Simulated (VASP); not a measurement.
LiFeP, 6 atoms in the cell. Symmetry: P4/nmm, No. 129, tetragonal system. The conventional cell has a = 3.601 Å, b = 3.601 Å, c = 5.692 Å, α = 90.00°, β = 90.00°, γ = 90.00°. Around Li (site symmetry 4mm) lie 5 P at 2.50 to 2.66 Å and 4 Fe at 2.67 Å. Fe (site symmetry -4m2) has 4 P at 2.17 Å as nearest neighbours. Around P (site symmetry 4mm) lie 4 Fe at 2.17 Å and 1 Li at 2.50 Å. The cell was built by a generator and needn't be a form met in nature.

```yaml
Program: VASP 6.6.1
Task: single point
Functional: PBEsol
Dispersion: D3(BJ)
Potentials_or_basis: VASP PAW PBE potentials, release 64 (Li_sv, Fe, P)
Cutoff: 520 eV
k_mesh: 14 × 14 × 10
Occupations: gaussian, width 0.1 eV
Spin: no spin polarisation
Dipole_correction: no
Further_INCAR_settings: ALGO = Fast; EDIFF = 1e-06; NBANDS = 25
```

Potentials or basis: VASP PAW PBE potentials, release 64 (Li_sv, Fe, P).

Command:

```sh
$ cat potpaw_PBE.64/Li_sv/POTCAR potpaw_PBE.64/Fe/POTCAR potpaw_PBE.64/P/POTCAR > POTCAR
$ mpirun -np 1 vasp_std > vasp.out
```

Hardware: 1 thread of AMD EPYC 9R45 96-Core Processor (Zen 5), on a shared host.

Problem. How long does it take, and how much memory?

Solution. Run time: 8.5 min on 1 thread of AMD EPYC 9R45 96-Core Processor (Zen 5) (shared host), peak memory 0.43 GiB. Counts: scf iterations 27, k points 216.
